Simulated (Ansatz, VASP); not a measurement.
# One calculation of K4C, two programs

```
K C
1.0
     8.32115    0.00000    0.00000
    -4.16058    7.20633    0.00000
     0.00000    0.00000    4.86067
K C
4 1
Direct
  0.50000 0.00000 0.50000
  0.00000 0.50000 0.50000
  0.50000 0.50000 0.50000
  0.00000 0.00000 0.50000
  0.00000 0.00000 0.00000
```

Alike in both runs: task relaxation of cell and atoms; functional PBE; k mesh 6 × 6 × 8; occupations gaussian, width 0.1 eV; no spin polarisation.

|  | VASP | Ansatz |
| --- | --- | --- |
| version | VASP 6.6.1 | Ansatz 0.2.0 |
| potentials or method | VASP PAW PBE potentials, release 64 (K_sv, C) | scalar-relativistic, plane waves, PAW |
| plane-wave cutoff (eV) | 600 | 420 |
| valence electrons in the cell | 40 | 40 |

Ansatz gave:

| Quantity | Value |
| --- | --- |
| gap on the k mesh at the Fermi level, each at its own relaxed structure (eV) | none |
| relaxed volume (Å³/atom) | 59.22 |
| relaxed cell length with the largest relative difference (Å) | 4.825 |

Q: Estimate VASP's values.

A: gap on the k mesh at the Fermi level, each at its own relaxed structure (eV): none; relaxed volume (Å³/atom): 59.69; relaxed cell length with the largest relative difference (Å): 4.849.

A gap of «none» marks a metal or a gap that the smearing closes.
